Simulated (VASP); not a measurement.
# As2CN with TPSS + D4: from relaxation to properties, part 2 of 5

What structure does As2CN take at this level, and what are its properties? The cell is invented: it takes the structure of a Materials Project entry for GeAs3 (space group 160 there), with some of its atoms replaced by other elements, volume scaled by an estimate. It may not be a known or stable phase. Left out of this account: 1 further run (core levels: core levels are not valid at this level). The atoms of the start are displaced at random from the sites of a R3m cell.

VASP 6.6.1; TPSS with D4; plane waves and PAW (As, N, C); invented cell.

Still holding for the runs below: This run has no spin polarisation. Its electron count is odd, so without a moment it is a metal by construction. The k-mesh is coarse for a metal.

So far. Step 3 (Relaxing cell and atoms (TPSS + D4)): It ends with a largest force of 0.007 eV/Å and a pressure of 0.04 GPa.

## Step 4: Density, ELF and potential (TPSS + D4)

The relaxed cell gets a fresh self-consistent run, on a basis set for its own volume, to fix the density and to check the remaining stress.

The input, INCAR:

```
SYSTEM = As2CN
PREC = Accurate
ENCUT = 520
EDIFF = 1E-06
NELM = 100
ISMEAR = -1
SIGMA = 0.05
LREAL = .FALSE.
ALGO = Normal
METAGGA = TPSS
IVDW = 13
LASPH = .TRUE.
NBANDS = 15
LORBIT = 11
LWAVE = .FALSE.
LCHARG = .TRUE.
ISIF = 2
LELF = .TRUE.
LVHAR = .TRUE.
```

The input, POSCAR:

```
As2CN
1.0
    2.6557458257     -1.5346914088     -0.0000752317
    2.6557458257      1.5346914088     -0.0000752317
   -1.7871769725      0.0000000000      6.4157966608
As N C
2 1 1
Direct
    0.8953610109      0.8953610109      0.6923405410
    0.0946478117      0.0946478117      0.2949754252
    0.6083398086      0.6083398086      0.8299976391
    0.3905851417      0.3905851417      0.1833873947
```

The input, KPOINTS:

```
Automatic mesh
0
Gamma
7 7 3
0 0 0
```

PAW data sets: As, N and C (PBE family, release 64).

Run with:

```console
mpirun -np 2 vasp_std
```

Output:

```text
[banner, memory and clock lines left out]
running    2 mpi-ranks, on    1 nodes
 distrk:  each k-point on    2 cores,    1 groups
 distr:  one band on    1 cores,    2 groups

 POSCAR found type information on POSCAR AsN C
 POSCAR found :  3 types and       4 ions
 [... a notice as in an earlier step ...]

 LDA part: xc-table for (None), standard interpolation
|                                                                             |
|           W    W    AA    RRRRR   N    N  II  N    N   GGGG   !!!           |
|           W    W   A  A   R    R  NN   N  II  NN   N  G    G  !!!           |
|           W    W  A    A  R    R  N N  N  II  N N  N  G       !!!           |
|           W WW W  AAAAAA  RRRRR   N  N N  II  N  N N  G  GGG   !            |
|           WW  WW  A    A  R   R   N   NN  II  N   NN  G    G                |
|           W    W  A    A  R    R  N    N  II  N    N   GGGG   !!!           |
|                                                                             |
|     The number of bands has been changed from the values supplied in        |
|     The orbitals not found in the WAVECAR file will be initialized with     |
|     random numbers, which is usually adequate. For correlated               |
|     calculations, however, you should redo the groundstate calculation.     |
|     I found NBANDS = 15. Now, NBANDS = 16.                                  |
|                                                                             |

 POSCAR, INCAR and KPOINTS ok, starting setup
 FFT: planning ... GRIDC
 FFT: planning ... GRID_SOFT
 FFT: planning ... GRID
 WAVECAR not read
 entering main loop
       N       E                     dE             d eps       ncg     rms          rms(c)
DAV:   1     0.892678176944E+02    0.89268E+02   -0.92888E+03  1408   0.120E+03
DAV:   2    -0.305727823190E+02   -0.11984E+03   -0.11315E+03  2072   0.290E+02
DAV:   3    -0.382017221543E+02   -0.76289E+01   -0.75023E+01  2080   0.717E+01
DAV:   4    -0.383359182866E+02   -0.13420E+00   -0.13376E+00  1880   0.112E+01
DAV:   5    -0.383393201348E+02   -0.34018E-02   -0.33985E-02  2072   0.142E+00    0.995E+00
DAV:   6    -0.423705492252E+02   -0.40312E+01   -0.19398E+01  1776   0.445E+01    0.536E+00
DAV:   7    -0.423259458695E+02    0.44603E-01   -0.23276E+00  1744   0.105E+01    0.231E+00
DAV:   8    -0.422957090286E+02    0.30237E-01   -0.31165E-01  1944   0.420E+00    0.146E+00
DAV:   9    -0.422922723726E+02    0.34367E-02   -0.61937E-02  1560   0.171E+00    0.519E-01
DAV:  10    -0.422945299993E+02   -0.22576E-02   -0.90570E-03  1824   0.706E-01    0.205E-01
DAV:  11    -0.422941220940E+02    0.40791E-03   -0.19268E-03  1664   0.297E-01    0.692E-02
DAV:  12    -0.422942229007E+02   -0.10081E-03   -0.31251E-04  2008   0.130E-01    0.245E-02
DAV:  13    -0.422942333307E+02   -0.10430E-04   -0.36260E-05  1800   0.437E-02    0.638E-03
DAV:  14    -0.422942350974E+02   -0.17666E-05   -0.44234E-06  1864   0.174E-02    0.234E-03
DAV:  15    -0.422942352107E+02   -0.11327E-06   -0.47580E-07   736   0.572E-03
   1 F= -.44250502E+02 E0= -.44245159E+02  d E =-.106855E-01
```

The job ended after 34 s (2 MPI ranks of Intel Xeon 6975P-C (Granite Rapids), shared host; peak memory 0.32 GiB; 67 s of CPU time).

OUTCAR, selected parts (step 4):

```text
  LATTYP: Found a base centered monoclinic cell.
 ALAT       =     5.3114916535
 B/A-ratio  =     0.5778758620
 C/A-ratio  =     1.2538970448
 COS(beta)  =    -0.2683696135

The static configuration has the point symmetry C_1h.

 Found     44 irreducible k-points:

   k-points           NKPTS =     44   k-points in BZ     NKDIM =     44   number of bands    NBANDS=     16

   ENCUT  =  520.0 eV  38.22 Ry    6.18 a.u.   5.70  5.70 12.38*2*pi/ulx,y,z

   NELECT =      19.0000    total number of electrons

 E-fermi :   6.4341

 k-point     1 :       0.0000    0.0000    0.0000
  band No.  band energies     occupation
    ...
      5       3.2556      2.00000
      6       3.2598      2.00000
      7       4.1516      2.00000
      8       4.4399      2.00000
      9       4.4521      2.00000
     10       7.4653      0.00000
     11       9.0615      0.00000
     12      10.5624      0.00000
     13      10.5704      0.00000
     14      11.5258      0.00000
    ...

 k-point     2 :       0.1429    0.0000    0.0000
  band No.  band energies     occupation
    ...
      5       2.0705      2.00000
      6       2.8443      2.00000
      7       2.9561      2.00000
      8       3.8442      2.00000
      9       4.6153      2.00000
     10       8.0227      0.00000
     11       8.9946      0.00000
     12      10.3412      0.00000
     13      11.0433      0.00000
     14      11.0668      0.00000
    ...

  DFT-D4 for vdW energy calculation

  Edisp (eV):   -1.95627

  Total       0.01208     0.01634     0.01727     0.00000     0.00000     0.00020
  in kB       0.36999     0.50052     0.52897     0.00000     0.00000     0.00624
  external pressure =        0.47 kB  Pullay stress =        0.00 kB

 POSITION                                       TOTAL-FORCE (eV/Angst)
 -----------------------------------------------------------------------------------
      3.51837      0.00000      4.44178        -0.001137      0.000000     -0.005273
     -0.02445      0.00000      1.89249         0.002265      0.000000      0.001515
      1.74784      0.00000      5.32500        -0.003612      0.000000      0.005149
      1.74684      0.00000      1.17652         0.002483      0.000000     -0.001391
 -----------------------------------------------------------------------------------
    total drift:                               -0.000009     -0.000000     -0.000078

  FREE ENERGIE OF THE ION-ELECTRON SYSTEM (eV)
  ---------------------------------------------------
  free  energy   TOTEN  =       -44.2505019357 eV

  energy  without entropy=      -44.2398164289  energy(sigma->0) =      -44.24515918

 total charge
# of ion       s       p       d       tot
------------------------------------------
    1        1.279   1.280   0.129   2.688
    2        1.195   1.547   0.151   2.893
    3        1.311   2.337   0.000   3.648
    4        0.919   1.471   0.000   2.390
--------------------------------------------------
tot          4.704   6.635   0.280  11.619

[... 3 parts as in an earlier step ...]

[... 7 further parts left out ...]
```

Numbers from this step:

```yaml
scf_cycles: 15
bands: 16
pressure: 0.04665 GPa
```

Valence electrons inside each PAW sphere by angular momentum. Sphere charges, by row:

| atom | s (e) | p (e) | d (e) | tot (e) |
| --- | --- | --- | --- | --- |
| As1 | 1.279 | 1.28 | 0.129 | 2.688 |
| As2 | 1.195 | 1.547 | 0.151 | 2.893 |
| N3 | 1.311 | 2.337 | 0 | 3.648 |
| C4 | 0.919 | 1.471 | 0 | 2.39 |

ELF in the ac plane at fractional y = 0.095, with atoms of As within 0.2 Å of it. It is the smooth field of the valence electrons, not physical close to the nuclei.

Ten even steps from '_' (0.03) to '@' (0.92), each cell a mean:
```
________________________________
________________________________
::..________....______....::::::
==::................::--==++++++
++==::............::==++**####**
**++--::..__....::==++**########
**++--::..__..::==**############
##**--..____..--++##%%%%%%%%%%%%
##++--..__..::==**%%@@@@@@@@@@%%
**--::......::==**%%@@@@@@@@%%##
--::::::::::::--==**##%%%%##**++
--==++****++--::::--========----
##%%@@@@@@%%**==::........::--++
@@@@@@@@@@@@%%**--..____..--++%%
@@@@@@@@@@@@%%**==::....--++##%%
%%######%%%%%%**==::::--++##%%%%
**====**######**++====++**######
++====**##%%%%##**++++**##%%##**
**++**##%%%%%%##****####%%%%%%##
******####%%%%########%%%%####**
====++****################**++==
::::--==++**##########**++--::::
____..::--====++++====--....____
________..............__________
```
Columns run along a (3.1 Å), rows up along c (6.7 Å). Atoms in or near the plane, at fractional coordinates: As at (0.09, 0.29).

Electrostatic potential energy in the ac plane at fractional y = 0.095, with atoms of As within 0.2 Å of it. With pseudopotentials it is smooth inside the atoms' cores, unlike the true potential.

Ten even steps from '_' (-46 eV) to '@' (4 eV), each cell a mean:
```
@@@@@@@@@@@@@@@@@@@@@@@@@@@@@@@@
@@@@@@@@@@@@@@@@@@@@@@@@@@@@@@@@
%%@@@@@@@@@@@@@@@@@@@@@@@@%%%%%%
##%%%%@@@@@@@@@@@@@@%%%%########
**##%%%%@@@@@@@@%%%%##**==----==
--**##%%@@@@@@%%%%##++::______..
--**##%%%%@@%%%%##**::__________
==##%%%%@@@@%%%%##++::________::
##%%%%@@@@@@@@%%%%**==::..::--++
%%%%@@@@@@@@@@%%%%%%##**++**####
@@@@@@@@@@@@@@@@@@%%%%%%%%%%%%%%
@@@@@@@@@@@@@@@@@@@@@@@@@@@@@@@@
%%%%%%%%%%%%%%@@@@@@@@@@@@@@@@@@
**++====++**%%%%@@@@@@@@@@@@%%%%
..________--**%%%%@@@@@@%%%%##==
__::--..____==##%%%%@@%%%%##--__
::****--____==##%%%%%%%%##++..__
..--::____--**%%%%%%%%%%##==____
________--**##%%%%%%%%%%##++::__
----==**##%%%%%%####%%%%%%##**==
####%%%%%%%%%%%%%%%%%%%%%%%%%%%%
@@@@@@@@@@@@@@@@@@@@@@@@@@@@@@@@
@@@@@@@@@@@@@@@@@@@@@@@@@@@@@@@@
@@@@@@@@@@@@@@@@@@@@@@@@@@@@@@@@
```
Columns run along a (3.1 Å; values clipped at the 3rd and 97th percentile), rows up along c (6.7 Å). Atoms in or near the plane, at fractional coordinates: As at (0.09, 0.29).

Valence density in the ac plane at fractional y = 0.095, with atoms of As within 0.2 Å of it. It is the smooth field of the valence electrons, not physical close to the nuclei.

Values in e/Å³, 24 rows by 16 columns, each cell a mean:
```
 0.05  0.05  0.06  0.06  0.07  0.08  0.08  0.09  0.08  0.08  0.07  0.06  0.06  0.05  0.05  0.05
 0.08  0.08  0.07  0.07  0.08  0.08  0.09  0.09  0.09  0.08  0.08  0.08  0.08  0.08  0.09  0.09
 0.16  0.14  0.12  0.11  0.10  0.10  0.10  0.11  0.11  0.11  0.12  0.13  0.15  0.17  0.18  0.17
 0.27  0.22  0.18  0.15  0.13  0.12  0.12  0.12  0.13  0.16  0.19  0.24  0.29  0.33  0.34  0.32
 0.39  0.31  0.23  0.18  0.14  0.13  0.13  0.14  0.17  0.22  0.30  0.38  0.45  0.49  0.49  0.46
 0.46  0.36  0.26  0.19  0.14  0.13  0.13  0.16  0.22  0.32  0.43  0.50  0.53  0.52  0.52  0.51
 0.47  0.37  0.26  0.18  0.13  0.12  0.14  0.18  0.27  0.39  0.49  0.52  0.48  0.45  0.47  0.50
 0.45  0.33  0.22  0.15  0.12  0.12  0.14  0.20  0.31  0.44  0.53  0.55  0.51  0.49  0.52  0.52
 0.37  0.26  0.18  0.13  0.11  0.12  0.14  0.20  0.30  0.43  0.53  0.57  0.57  0.57  0.54  0.48
 0.26  0.19  0.14  0.12  0.11  0.12  0.14  0.19  0.26  0.35  0.43  0.49  0.50  0.48  0.43  0.34
 0.18  0.16  0.14  0.14  0.14  0.14  0.15  0.17  0.20  0.24  0.28  0.31  0.31  0.29  0.26  0.22
 0.18  0.19  0.20  0.20  0.20  0.19  0.18  0.17  0.17  0.17  0.18  0.19  0.19  0.18  0.18  0.17
 0.28  0.34  0.38  0.39  0.37  0.32  0.26  0.20  0.16  0.13  0.12  0.12  0.13  0.14  0.18  0.22
 0.46  0.54  0.58  0.58  0.55  0.47  0.36  0.26  0.18  0.14  0.12  0.12  0.14  0.18  0.25  0.35
 0.58  0.56  0.53  0.56  0.60  0.57  0.46  0.33  0.22  0.17  0.14  0.15  0.20  0.28  0.41  0.53
 0.39  0.19  0.12  0.26  0.47  0.58  0.52  0.39  0.28  0.22  0.21  0.23  0.31  0.43  0.54  0.54
 0.10 -0.17 -0.18  0.08  0.41  0.59  0.57  0.46  0.36  0.31  0.31  0.35  0.45  0.56  0.58  0.42
 0.15 -0.01  0.06  0.31  0.55  0.66  0.63  0.54  0.48  0.46  0.47  0.51  0.59  0.65  0.61  0.41
 0.40  0.36  0.42  0.54  0.64  0.66  0.64  0.61  0.60  0.59  0.59  0.60  0.63  0.65  0.62  0.51
 0.43  0.43  0.45  0.48  0.51  0.55  0.59  0.63  0.65  0.65  0.61  0.57  0.53  0.50  0.48  0.45
 0.27  0.27  0.29  0.31  0.35  0.41  0.48  0.54  0.56  0.54  0.49  0.42  0.36  0.32  0.29  0.27
 0.13  0.14  0.16  0.18  0.22  0.27  0.32  0.37  0.38  0.35  0.30  0.25  0.20  0.17  0.15  0.14
 0.07  0.07  0.08  0.10  0.13  0.16  0.19  0.21  0.21  0.19  0.16  0.13  0.10  0.08  0.07  0.07
 0.05  0.05  0.06  0.07  0.09  0.10  0.12  0.12  0.12  0.11  0.09  0.08  0.06  0.05  0.05  0.05
```
Columns run along a (3.1 Å), rows up along c (6.7 Å). Atoms in or near the plane, at fractional coordinates: As at (0.09, 0.29).

In this run the pressure is 0.05 GPa, small enough to go on.

(Continued in part 3 of 5.)

[Lines on the potential files, build, host, timing and source positions are cut from VASP's logs without a mark.]

[Logs are printed without paths, hosts, clocks, repeated set-up lines and the standing remarks that a program may print on its own settings, such as how far it seeks lower states.]

[Hosts, paths, dates, database ids (printed as entryN), source tags and the programs' standing remarks are cut or masked in the printed files.]

[A measured line is paired with the nearest computed mode of its activity, which favours agreement.]
